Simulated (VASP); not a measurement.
Runs of VASP 6.6.1 on NiSb. It takes space group P6_3/mmc (No. 194, hexagonal). Conventional cell: a = 3.930 Å, b = 3.930 Å, c = 5.116 Å, α = 90.00°, β = 90.00°, γ = 120.00°. Ni (site symmetry -3m) is surrounded by 2 Ni at 2.56 Å and 6 Sb at 2.60 Å. Around Sb (site symmetry -6m2) lie 6 Ni at 2.60 Å. The cell is a database's computed one.

```tsv
task	level	potentials or basis	spin	cell	k mesh	cutoff (eV)	gap on the mesh (eV)	pressure (GPa)	moment (μB)	relaxed volume (Å³/atom)
relaxation of cell and atoms	PBEsol	VASP PAW PBE potentials, release 64 (Ni, Sb)	collinear, ferromagnetic start	relaxed	12 × 12 × 8	600	none	0.0	0.00	16.84
relaxation of cell and atoms	LDA	VASP PAW LDA potentials, release 64 (Ni, Sb)	collinear, ferromagnetic start	relaxed	12 × 12 × 8	600	none	0.0	0.00	16.40
relaxation of cell and atoms	RPBE	VASP PAW PBE potentials, release 64 (Ni, Sb)	collinear, ferromagnetic start	relaxed	12 × 12 × 8	600	none	0.0	0.00	18.07
relaxation of cell and atoms	PBE	VASP PAW PBE potentials, release 64 (Ni, Sb)	collinear, ferromagnetic start	relaxed	12 × 12 × 8	600	none	0.0	0.00	(a)
single point	PBEsol	VASP PAW PBE potentials, release 64 (Ni, Sb)	collinear, ferromagnetic start	as given	12 × 12 × 8	520	none	(b)	0.00	-
relaxation of cell and atoms	PBEsol	VASP PAW PBE potentials, release 64 (Ni, Sb)	collinear, ferromagnetic start	relaxed	6 × 6 × 4	600	none	0.0	0.00	16.86
relaxation of cell and atoms	PBE+D3(BJ)	VASP PAW PBE potentials, release 64 (Ni, Sb)	collinear, ferromagnetic start	relaxed	12 × 12 × 8	600	none	0.0	0.00	16.94
relaxation of cell and atoms	PBEsol	VASP PAW PBE potentials, release 64 (Ni, Sb)	off	relaxed	12 × 12 × 8	600	none	0.0	-	16.84
relaxation of cell and atoms	PBEsol	VASP PAW PBE potentials, release 64 (Ni, Sb)	collinear, ferromagnetic start	relaxed	12 × 12 × 8	580	none	0.0	0.00	16.84
```

Alike in all rows: smearing gaussian 0.1 eV.

Question: Fill in the values left out.

Answer: (a) 17.62; (b) -1.9.

Caveats: the PAW data sets were made with another functional, which shifts forces and pressure a little (some runs); pairwise dispersion overbinds metals, which lowers pressure and volume (some runs).

A k mesh can miss the band edges, and the runs leave out spin-orbit coupling on Sb.

A gap of «none» marks a metal or a gap under the smearing width.
